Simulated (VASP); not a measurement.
**WSi2 (MoSi2 type): computed properties**

Level of theory: PBE GGA, VASP's PBE PAW potentials (set 64) (plane waves; VASP).

| Quantity | Result |
|---|---|
| space group | I4/mmm (139) |
| cell | a = b = 3.2290 Å, c = 7.8689 Å, α = β = γ = 90.00° |
| volume per atom | 13.67 Å³/atom |
| band gap (over mesh and band path) | none (metal, semimetal or under 0.01 eV) |
| band gap with spin-orbit coupling | none (metallic) |
| density | 9.72 g/cm³ |

```xyz
3
Lattice="-1.6145 1.6145 3.9345 1.6145 -1.6145 3.9345 1.6145 1.6145 -3.9345" Properties=species:S:1:pos:R:3 pbc="T T T"
Si     0.0000     0.0000     5.2375
Si     0.0000     0.0000     2.6314
W      0.0000     0.0000     0.0000
```

Measured: a 3.214 Å (computed value off by +0.5 %), c 7.831 Å (computed value off by +0.5 %), as given by Orest Pavlosiuk et al., Physical Review B (2022), arXiv:2202.05362. The calculation is for a static lattice, while the measured a, c hold thermal and zero-point effects, which are part of the difference. Unless said otherwise, spin-orbit coupling is left out, though it shifts the bands of the heavy elements here.

The compound is WSi2 in the MoSi2 type structure. It was relaxed first. Symmetry was kept, so distortions that lower it aren't found.
